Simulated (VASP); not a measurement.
Data:

```
CELL_PARAMETERS angstrom
      0.00000     2.88341     2.88341
      2.88341     0.00000     2.88341
      2.88341     2.88341     0.00000
ATOMIC_POSITIONS crystal
  In 0.00000 0.00000 0.00000
  P  0.25000 0.25000 0.25000
```

The numbers are results of AM05 GGA, VASP's PBE PAW potentials (set 64) (plane waves; VASP), not measurements. Settings: 520 eV cut-off, 8×8×8 Γ-centred mesh, Gaussian smearing of 0.050 eV, potentials In_d P.

Task: Give the stress tensor in GPa (positive for a compressed cell).

Result: 
```
4.62  0.00  0.00
0.00  4.62  0.00
0.00  0.00  4.62
```
The pressure is its mean diagonal, 4.62 GPa.

The compound is InP in the zinc blende structure. This cell is one point of a volume scan, at 0.94 of the reference volume.
